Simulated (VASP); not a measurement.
## TiS (relaxed from the CsCl type structure, space group Pm-3m): computed properties

Level of theory: PBEsol GGA, VASP's PBE PAW potentials (set 64) (plane waves; VASP).

```json
{
 "space_group": "Pm-3m (221)",
 "cell": "a = 3.010 Å, b = 3.010 Å, c = 3.010 Å, α = 90.00°, β = 90.00°, γ = 90.00°",
 "volume_per_atom": "13.64 Å^3/atom",
 "band gap (over mesh and band path)": "none (metal, semimetal or under 0.01 eV)",
 "density": "4.87 g/cm³"
}
```

```
CELL_PARAMETERS angstrom
      3.01006     0.00000     0.00000
      0.00000     3.01006     0.00000
      0.00000     0.00000     3.01006
ATOMIC_POSITIONS crystal
  Ti 0.00000 0.00000 0.00000
  S  0.50000 0.50000 0.50000
```

The structure was generated: TiS was put into the CsCl type type (Pm-3m), which need not be its known phase. It was relaxed first, which changed the volume by -33 %. Symmetry was kept, so distortions that lower it aren't found.
